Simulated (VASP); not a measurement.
An input for Quantum ESPRESSO's pw.x (written as the equivalent of a VASP run, and not itself run):

```
&CONTROL
  calculation = 'scf'
  pseudo_dir = './pseudo'
  outdir = './out'
  tprnfor = .true.
  tstress = .true.
/
&SYSTEM
  ibrav = 0
  nat = 2
  ntyp = 2
  ecutwfc = 62.5
  occupations = 'smearing'
  smearing = 'fermi-dirac'
  degauss = 0.003675
  input_dft = 'pbe'
/
&ELECTRONS
  conv_thr = 7.3e-08
  electron_maxstep = 100
/
ATOMIC_SPECIES
  Pb 207.200 Pb.upf
  S 32.060 S.upf
CELL_PARAMETERS angstrom
     0.0000000    2.9700000    2.9700000
     2.9700000    0.0000000    2.9700000
     2.9700000    2.9700000    0.0000000
ATOMIC_POSITIONS crystal
  Pb   0.0000000  0.0000000  0.0000000
  S    0.5000000  0.5000000  0.5000000
K_POINTS automatic
  2 2 2 0 0 0
```

Write the VASP files for the same calculation (PBE).

One answer among several that fit: 
File POSCAR:
```
PbS
1
    0.0000000000     2.9700000000     2.9700000000
    2.9700000000     0.0000000000     2.9700000000
    2.9700000000     2.9700000000     0.0000000000
Pb S
1 1
Direct
  0.0000000000   0.0000000000   0.0000000000
  0.5000000000   0.5000000000   0.5000000000
```

**INCAR**
```
! general
SYSTEM   =  PbS
PREC     =  Accurate
ENCUT    =  300
LREAL    =  .FALSE.
LASPH    =  .TRUE.

! electronic loop
EDIFF    =  1E-6
NELM     =  100
ALGO     =  Normal
LMAXMIX  =  4

! smearing
ISMEAR   =  -1
SIGMA    =  0.05

! functional
GGA      =  PE

! ions
ISIF     =  2

! output
LWAVE    =  .FALSE.
LCHARG   =  .FALSE.
```

**KPOINTS**
```
K-points
0
Gamma
 2 2 2
```

POTCAR, in this order: Pb_d S (PBE.64 set). Program: vasp_std.

The two are equivalent in intent, not identical: the potentials are each code's own (VASP's PAW set, PseudoDojo norm-conserving files in pw.x), so ENCUT and ecutwfc are chosen apart and not converted; conv_thr bounds pw.x's estimated SCF error, while EDIFF bounds the energy change between steps.

The structure is a typed PbS crystal (Fm-3m). The cell was not relaxed at this level. The k-mesh is coarse (spacing up to 0.92 per Å, 2π included), so the numbers may not be converged in it. The run is one of a series of settings (KPOINTS 2×2×2 Γ-centred mesh against the base run), some of them coarse on purpose.
